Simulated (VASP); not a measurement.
These are PBE GGA, VASP's PBE PAW potentials (set 64) (plane waves; VASP) values and carry that method's errors.

VASP ran on this input.

File POSCAR:
```
Tb
3.5791780
  1.0000000000   0.0000000000   0.0000000000
 -0.5000000000   0.8660253835   0.0000000000
  0.0000000000   0.0000000000   6.3246644900
Tb
4
Cartesian
 -0.0048275000   0.0032224805   4.3706340972
  0.0024635000  -0.0091582184   2.7613991137
  0.0024980000   0.5840527148   1.9552384038
  0.4998660000   0.2879084067   3.5620320668
```

KPOINTS:
```
Automatic mesh
0
Gamma
7 7 1
0 0 0
```

**INCAR**
```
# general
SYSTEM =Tb
PREC   =Accurate
ENCUT  =300   # plane-wave cut-off (eV)
LREAL  =F   # projection in real space or not
LASPH  =T   # aspherical one-centre terms

# electronic loop
EDIFF  =1E-6   # SCF stop (eV)
NELM   =100   # most electronic steps
ALGO   =Normal   # blocked Davidson
LMAXMIX=6

# smearing
ISMEAR =-1   # Fermi-Dirac
SIGMA  =0.01

# functional
GGA    =PE   # PBE

# spin
ISPIN  =2   # spin-polarised
MAGMOM =4*6.0

# ions
ISIF   =2   # forces and stress, cell fixed

# output
LWAVE  =F
LCHARG =F
LORBIT =11   # lm-projected

# other
LDIPOL =T
IDIPOL =3
DIPOL  =0.5 0.5 0.5
```

POTCAR, in this order: Tb (PBE.64 set). Program: vasp_std.

Output of the run:

OSZICAR:
```
...
DAV:  12    -0.230009247069E+03   -0.98680E+02   -0.12573E+03 10007   0.739E+01    0.818E+02
DAV:  13    -0.248365340634E+03   -0.18356E+02   -0.13864E+02 10628   0.488E+01    0.603E+02
DAV:  14    -0.590384959162E+02    0.18933E+03   -0.33442E+02  8917   0.499E+01    0.674E+02
DAV:  15    -0.722219533014E+02   -0.13183E+02   -0.85195E+01  9511   0.513E+01    0.383E+02
DAV:  16    -0.683464571806E+02    0.38755E+01   -0.27861E+01  9552   0.401E+01    0.158E+02
DAV:  17    -0.416703711543E+02    0.26676E+02   -0.17905E+01  9188   0.228E+01    0.117E+02
DAV:  18    -0.552881958113E+02   -0.13618E+02   -0.49025E+01  8086   0.607E+01    0.121E+02
DAV:  19    -0.354381309784E+02    0.19850E+02   -0.20960E+01  9681   0.349E+01    0.885E+01
DAV:  20    -0.402139882888E+02   -0.47759E+01   -0.22742E+01  8298   0.409E+01    0.647E+01
DAV:  21    -0.462760701559E+02   -0.60621E+01   -0.42519E+01  9935   0.491E+01    0.922E+01
DAV:  22    -0.408715363026E+02    0.54045E+01   -0.19331E+01  9755   0.186E+01    0.723E+01
DAV:  23    -0.412985528118E+02   -0.42702E+00   -0.26761E+00 10768   0.457E+00    0.790E+01
DAV:  24    -0.413782241046E+02   -0.79671E-01   -0.51914E-01  9392   0.451E+00    0.806E+01
DAV:  25    -0.412526199553E+02    0.12560E+00   -0.80726E-01  8858   0.715E+00    0.839E+01
DAV:  26    -0.403684088001E+02    0.88421E+00   -0.40068E+00  8021   0.164E+01    0.680E+01
DAV:  27    -0.437868082427E+02   -0.34184E+01   -0.76604E+00  9069   0.177E+01    0.654E+01
DAV:  28    -0.493526751808E+02   -0.55659E+01   -0.36582E+00  9336   0.104E+01    0.801E+01
DAV:  29    -0.474506942362E+02    0.19020E+01   -0.17285E+00  9887   0.801E+00    0.697E+01
DAV:  30    -0.484734088535E+02   -0.10227E+01   -0.41750E-01 10192   0.454E+00    0.683E+01
DAV:  31    -0.486084350920E+02   -0.13503E+00   -0.28931E-01  9620   0.367E+00    0.664E+01
DAV:  32    -0.500219751630E+02   -0.14135E+01   -0.35373E+00  8469   0.830E+00    0.639E+01
DAV:  33    -0.476121484475E+02    0.24098E+01   -0.39818E+00  8281   0.138E+01    0.568E+01
DAV:  34    -0.460881043823E+02    0.15240E+01   -0.16678E+00  9187   0.562E+00    0.547E+01
DAV:  35    -0.449752325374E+02    0.11129E+01   -0.12642E+00  7959   0.932E+00    0.554E+01
DAV:  36    -0.442753097759E+02    0.69992E+00   -0.38734E-01 10037   0.357E+00    0.544E+01
DAV:  37    -0.434767881602E+02    0.79852E+00   -0.20656E-01  9447   0.263E+00    0.543E+01
DAV:  38    -0.429436746772E+02    0.53311E+00   -0.27652E-01  9065   0.328E+00    0.541E+01
DAV:  39    -0.419264584561E+02    0.10172E+01   -0.54916E-01  8293   0.457E+00    0.518E+01
DAV:  40    -0.409336208727E+02    0.99284E+00   -0.44765E-01  9038   0.498E+00    0.531E+01
DAV:  41    -0.403445606810E+02    0.58906E+00   -0.31260E-01  9712   0.312E+00    0.542E+01
DAV:  42    -0.404192588847E+02   -0.74698E-01   -0.15370E-01 10082   0.176E+00    0.533E+01
DAV:  43    -0.401392110373E+02    0.28005E+00   -0.16902E+00  7788   0.364E+00    0.492E+01
DAV:  44    -0.401683133359E+02   -0.29102E-01   -0.61832E-01  9076   0.409E+00    0.478E+01
DAV:  45    -0.403945905192E+02   -0.22628E+00   -0.29779E-01  9443   0.202E+00    0.477E+01
DAV:  46    -0.398805295921E+02    0.51406E+00   -0.85118E-01  9181   0.289E+00    0.462E+01
DAV:  47    -0.398989269033E+02   -0.18397E-01   -0.32514E-01  8526   0.271E+00    0.461E+01
DAV:  48    -0.399155639598E+02   -0.16637E-01   -0.29189E+00  9741   0.408E+00    0.535E+01
DAV:  49    -0.398696594434E+02    0.45905E-01   -0.26255E-01  9317   0.275E+00    0.507E+01
DAV:  50    -0.397752015337E+02    0.94458E-01   -0.32804E-01  9981   0.233E+00    0.498E+01
DAV:  51    -0.451465578402E+02   -0.53714E+01   -0.29618E+01  7351   0.241E+01    0.903E+01
DAV:  52    -0.449100722200E+02    0.23649E+00   -0.19226E+00  9014   0.860E+00    0.888E+01
DAV:  53    -0.447364135324E+02    0.17366E+00   -0.36902E-01 10098   0.262E+00    0.872E+01
DAV:  54    -0.446887361569E+02    0.47677E-01   -0.29199E-02 10175   0.799E-01    0.871E+01
DAV:  55    -0.446684703807E+02    0.20266E-01   -0.31822E-02  8343   0.143E+00    0.870E+01
DAV:  56    -0.439855806070E+02    0.68289E+00   -0.56143E+01  9121   0.442E+01    0.816E+01
DAV:  57    -0.380647851472E+02    0.59208E+01   -0.22126E+01  8140   0.419E+01    0.558E+01
DAV:  58    -0.401909958827E+02   -0.21262E+01   -0.43474E+00  8514   0.189E+01    0.568E+01
DAV:  59    -0.437902757058E+02   -0.35993E+01   -0.12646E+01  7467   0.160E+01    0.741E+01
DAV:  60    -0.446695897044E+02   -0.87931E+00   -0.10305E+00  9395   0.772E+00    0.788E+01
DAV:  61    -0.710321377181E+02   -0.26363E+02   -0.45380E+01  7675   0.106E+02    0.152E+02
DAV:  62    -0.394730796477E+02    0.31559E+02   -0.83389E+01  7411   0.308E+01    0.570E+01
DAV:  63    -0.408592293899E+02   -0.13861E+01   -0.10958E+01  8783   0.252E+01    0.613E+01
DAV:  64    -0.398216887291E+02    0.10375E+01   -0.25559E+00  8948   0.141E+01    0.589E+01
DAV:  65    -0.416025234018E+02   -0.17808E+01   -0.84856E-01  9314   0.115E+01    0.587E+01
DAV:  66    -0.374032388052E+02    0.41993E+01   -0.20854E+00  7623   0.246E+01    0.509E+01
DAV:  67    -0.393631785590E+02   -0.19599E+01   -0.23970E+00  9046   0.140E+01    0.528E+01
DAV:  68    -0.397915250598E+02   -0.42835E+00   -0.57650E-01  9360   0.839E+00    0.523E+01
DAV:  69    -0.407646919563E+02   -0.97317E+00   -0.48678E-01  9764   0.384E+00    0.578E+01
DAV:  70    -0.405250611074E+02    0.23963E+00   -0.27542E-01  9271   0.419E+00    0.624E+01
DAV:  71    -0.395546828854E+02    0.97038E+00   -0.91049E+00  8423   0.206E+01    0.539E+01
DAV:  72    -0.396572145903E+02   -0.10253E+00   -0.49370E+00  7988   0.188E+01    0.521E+01
DAV:  73    -0.389064657163E+02    0.75075E+00   -0.41391E-01  8603   0.688E+00    0.500E+01
DAV:  74    -0.376468469279E+02    0.12596E+01   -0.34931E+00  9140   0.901E+00    0.411E+01
DAV:  75    -0.377027354512E+02   -0.55889E-01   -0.33692E-01  9303   0.393E+00    0.410E+01
DAV:  76    -0.454198758759E+02   -0.77171E+01   -0.26335E+01  7841   0.353E+01    0.800E+01
DAV:  77    -0.396280754341E+02    0.57918E+01   -0.16246E+00  8168   0.136E+01    0.642E+01
DAV:  78    -0.386815281405E+02    0.94655E+00   -0.24181E+00  9529   0.567E+00    0.465E+01
DAV:  79    -0.386828134858E+02   -0.12853E-02   -0.48239E-01  9326   0.641E+00    0.442E+01
DAV:  80    -0.380495911242E+02    0.63322E+00   -0.10771E+00  8764   0.757E+00    0.415E+01
DAV:  81    -0.372553969692E+02    0.79419E+00   -0.11655E+00  8714   0.822E+00    0.370E+01
DAV:  82    -0.367847148062E+02    0.47068E+00   -0.54410E-01  9608   0.726E+00    0.360E+01
DAV:  83    -0.362930464635E+02    0.49167E+00   -0.18842E-01  9416   0.491E+00    0.352E+01
DAV:  84    -0.354169140596E+02    0.87613E+00   -0.55730E-01  9712   0.516E+00    0.315E+01
DAV:  85    -0.352614193486E+02    0.15549E+00   -0.12825E+00  9311   0.543E+00    0.235E+01
DAV:  86    -0.368979158188E+02   -0.16365E+01   -0.77427E+00  8155   0.274E+01    0.417E+01
DAV:  87    -0.370278552604E+02   -0.12994E+00   -0.28429E+00  8575   0.180E+01    0.357E+01
DAV:  88    -0.363614237785E+02    0.66643E+00   -0.48788E-01  8978   0.112E+01    0.341E+01
DAV:  89    -0.357333183013E+02    0.62811E+00   -0.85733E-01  9258   0.116E+01    0.301E+01
DAV:  90    -0.358385699484E+02   -0.10525E+00   -0.10584E+00  9805   0.112E+01    0.283E+01
DAV:  91    -0.378211838100E+02   -0.19826E+01   -0.27233E+00  7768   0.251E+01    0.351E+01
DAV:  92    -0.385107712388E+02   -0.68959E+00   -0.98577E+00  9274   0.195E+01    0.433E+01
DAV:  93    -0.379481002098E+02    0.56267E+00   -0.13823E+00  8790   0.926E+00    0.412E+01
DAV:  94    -0.379236679216E+02    0.24432E-01   -0.18621E-01  9627   0.411E+00    0.424E+01
DAV:  95    -0.378313708870E+02    0.92297E-01   -0.85397E-02 10100   0.459E+00    0.424E+01
DAV:  96    -0.369732484210E+02    0.85812E+00   -0.40352E-01  8140   0.894E+00    0.351E+01
DAV:  97    -0.369213975346E+02    0.51851E-01   -0.28542E-01  9080   0.756E+00    0.334E+01
DAV:  98    -0.365648522209E+02    0.35655E+00   -0.37777E-01  9300   0.689E+00    0.314E+01
DAV:  99    -0.365523188392E+02    0.12533E-01   -0.28759E-01  9647   0.544E+00    0.315E+01
DAV: 100    -0.363406163057E+02    0.21170E+00   -0.49837E-01  8797   0.868E+00
   1 F= -.36340616E+02 E0= -.36336308E+02  d E =-.861594E-02  mag=    24.8012
```

File OUTCAR:
```
------------------------ aborting loop EDIFF was not reached (unconverged)  ----------------------------
  FORCE on cell =-STRESS in cart. coord.  units (eV):
  Direction    XX          YY          ZZ          XY          YZ          ZX
  --------------------------------------------------------------------------------------
  Total      -27.1943442    -18.2613749    -49.1294382      0.0189024     -3.6546689     -1.8077802
  in kB     -173.4886900   -116.5000332   -313.4255341      0.1205893    -23.3152786    -11.5328912
  external PRESSURE =    -201.1380858 kB  Pullay stress =       0.0000000 kB
  volume of cell :      251.14
      direct lattice vectors                 reciprocal lattice vectors
     3.579178000  0.000000000  0.000000000     0.279393760  0.161308066  0.000000000
    -1.789589000  3.099659000  0.000000000     0.000000000  0.322616133  0.000000000
     0.000000000  0.000000000 22.637100000     0.000000000  0.000000000  0.044175270
 POSITION                                       TOTAL-FORCE (eV/Angst)
 -----------------------------------------------------------------------------------
      3.56190      0.01153     15.64328         0.001951     -0.021891      0.311523
      1.79841      3.06688      9.88354        -0.000587      0.058618     -0.481212
      0.00894      2.09043      6.99815         0.002874     -0.025812      0.459042
      1.78911      1.03048     12.74915        -0.004238     -0.010915     -0.289353
 -----------------------------------------------------------------------------------
    total drift:                                0.038926     -0.019529      0.874645
  FREE ENERGIE OF THE ION-ELECTRON SYSTEM (eV)
  ---------------------------------------------------
  free  energy   TOTEN  =       -36.3406163057 eV

  energy  without entropy=      -36.3320003650  energy(sigma->0) =      -36.33630834

 total charge

# of ion       s       p       d       f       tot
--------------------------------------------------
    1        2.091   5.604   0.628   7.879  16.202
    2        2.086   5.581   0.494   9.479  17.640
    3        2.084   5.562   0.382   7.871  15.899
    4        2.084   5.596   0.533   6.969  15.182
--------------------------------------------------
tot          8.344  22.343   2.037  32.199  64.924

 magnetization (x)

# of ion       s       p       d       f       tot
--------------------------------------------------
    1        0.006  -0.021   0.219   5.902   6.105
    2        0.003  -0.015   0.205   4.317   4.509
    3        0.006  -0.034   0.182   5.915   6.070
    4        0.002  -0.017   0.195   6.810   6.991
--------------------------------------------------
tot          0.016  -0.087   0.800  22.945  23.675
```
(Selected blocks of OUTCAR.)

stdout:
```
...
DAV:  99    -0.365523188392E+02    0.12533E-01   -0.28759E-01  9647   0.544E+00    0.315E+01
DAV: 100    -0.363406163057E+02    0.21170E+00   -0.49837E-01  8797   0.868E+00

 -----------------------------------------------------------------------------
|                                                                             |
|           W    W    AA    RRRRR   N    N  II  N    N   GGGG   !!!           |
|           W    W   A  A   R    R  NN   N  II  NN   N  G    G  !!!           |
|           W    W  A    A  R    R  N N  N  II  N N  N  G       !!!           |
|           W WW W  AAAAAA  RRRRR   N  N N  II  N  N N  G  GGG   !            |
|           WW  WW  A    A  R   R   N   NN  II  N   NN  G    G                |
|           W    W  A    A  R    R  N    N  II  N    N   GGGG   !!!           |
|                                                                             |
|     The minimum charge density times volume of the cell along the axis      |
|     of the dipole correction is larger 1E-1, which could mean that your     |
|     workfunction is not accurate as there is no field free region in        |
|     your cell. Please consider either increasing the size of your cell      |
|     along the dipole correction (vacuum dimension) or perhaps               |
|     increasing the precision of your calculation.                           |
|                                                                             |
 -----------------------------------------------------------------------------

 -----------------------------------------------------------------------------
|                                                                             |
|           W    W    AA    RRRRR   N    N  II  N    N   GGGG   !!!           |
|           W    W   A  A   R    R  NN   N  II  NN   N  G    G  !!!           |
|           W    W  A    A  R    R  N N  N  II  N N  N  G       !!!           |
|           W WW W  AAAAAA  RRRRR   N  N N  II  N  N N  G  GGG   !            |
|           WW  WW  A    A  R   R   N   NN  II  N   NN  G    G                |
|           W    W  A    A  R    R  N    N  II  N    N   GGGG   !!!           |
|                                                                             |
|     The electronic self-consistency was not achieved in the given           |
|     number of steps (NELM). The forces and other quantities evaluated       |
|     might not be reliable so examine the results carefully. If you find     |
|     spurious results, we suggest increasing NELM, if you were close to      |
|     convergence or switching to a different ALGO or adjusting the           |
|     density mixing parameters otherwise.                                    |
|                                                                             |
 -----------------------------------------------------------------------------

   1 F= -.36340616E+02 E0= -.36336308E+02  d E =-.861594E-02  mag=    24.8012
```

Convergence was not reached.

At this cut-off the stress carries a Pulay error, which pulls relaxed volumes low. The cell holds a wide vacuum, so values per volume refer to the whole cell.

The cell is a sheet with vacuum, built from a generated structure.
